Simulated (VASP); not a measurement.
**HfTc (space group Pm-3m): computed properties**

Method: LDA (Ceperley-Alder, Perdew-Zunger), VASP's LDA PAW potentials (set 64) (plane waves; VASP 6.6.1).

space group: Pm-3m (221)
cell: a = b = c = 3.195 Å, α = β = γ = 90.00°
volume per atom: 16.31 Å³/atom
band gap (over mesh and band path): none (metal, semimetal or under 0.01 eV)
band gap with spin-orbit coupling: none (metallic)
density: 14.07 g/cm³

```yaml
crystal:
  lattice:
    - [3.19541, 0.00000, 0.00000]
    - [0.00000, 3.19541, 0.00000]
    - [0.00000, 0.00000, 3.19541]
  atoms:
    - { symbol: Hf, position: [0.00000, 0.00000, 0.00000] }
    - { symbol: Tc, position: [0.50000, 0.50000, 0.50000] }
```

Unless said otherwise, spin-orbit coupling is left out, though it shifts the bands of the heavy elements here.

The structure comes from a computed database's HfTc entry (Pm-3m); how it stands against other phases isn't given here. It was relaxed first. Symmetry was kept, so distortions that lower it aren't found. The electron count is odd and the run is not spin-polarised, which forces a metal.
